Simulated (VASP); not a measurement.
An input for Ansatz (written as the equivalent of a VASP run, and not itself run):

Ansatz 0.2 input:
```yaml
crystal:
  lattice:
    - [4.4194014, 0.0000000, 0.0000000]
    - [0.0000000, 4.4194014, 0.0000000]
    - [0.0000000, 0.0000000, 3.1523486]
  atoms:
    - { symbol: Ir, position: [0.0000000, 1.0000000, 1.0000000] }
    - { symbol: Ir, position: [0.5000000, 0.5000000, 0.5000000] }
    - { symbol: O, position: [0.3092374, 0.3092374, 0.0000000] }
    - { symbol: O, position: [0.8092374, 0.1907626, 0.5000000] }
    - { symbol: O, position: [0.1907626, 0.8092374, 0.5000000] }
    - { symbol: O, position: [0.6907626, 0.6907626, 1.0000000] }
kpoints:
  mp_grid: { grid: [7, 7, 10] }
hamiltonian:
  xc: pbe
  pseudopotentials: { kind: paw }
scf:
  occupations: { method: methfessel_paxton, width: 0.1 }
  max_iter: 100
relax:
  max_steps: 40
  f_tol: 0.02
  cell: { p_target: 20 }
output: { forces: true, stress: true, eigenvalues: true }
```

Problem. Translate this input to VASP (INCAR, KPOINTS, POSCAR, choice of POTCAR).

Solution. This is not unique; one that fits is 
INCAR:
```
# general
SYSTEM =IrO2
PREC   =Accurate
ENCUT  =620
LREAL  =F
LASPH  =T

# electronic loop
EDIFF  =1E-6
NELM   =100
ALGO   =Normal
LMAXMIX=6

# smearing
ISMEAR =1
SIGMA  =0.1

# functional
GGA    =PE

# ions
IBRION =2
NSW    =40
ISIF   =3
EDIFFG =-0.02
PSTRESS=200

# output
LWAVE  =F
LCHARG =F
```

KPOINTS:
```
Automatic mesh
0
Gamma
7 7 10
0 0 0
```

File POSCAR:
```
IrO2
1.0
  4.4194013669   0.0000000000   0.0000000000
  0.0000000000   4.4194013669   0.0000000000
  0.0000000000   0.0000000000   3.1523485888
Ir O
2 4
Cartesian
  0.0000000000   4.4194013669   3.1523485888
  2.2097006834   2.2097006834   1.5761742944
  1.3666443367   1.3666443367   0.0000000000
  3.5763450202   0.8430563467   1.5761742944
  0.8430563467   3.5763450202   1.5761742944
  3.0527570302   3.0527570302   3.1523485888
```

POTCAR, in this order: Ir O (PBE.64 set). Program: vasp_std.

The two are equivalent in intent, not identical: each code has its own PAW files, so the cut-off isn't converted (ENCUT is set for VASP's; basis.ecutwfc is left out, and Ansatz then takes the one that its files recommend); Ansatz stops its SCF on the density residual and VASP on the energy change (EDIFF).

The compound is IrO2 in the rutile structure. It was relaxed first under an external pressure of 20 GPa.
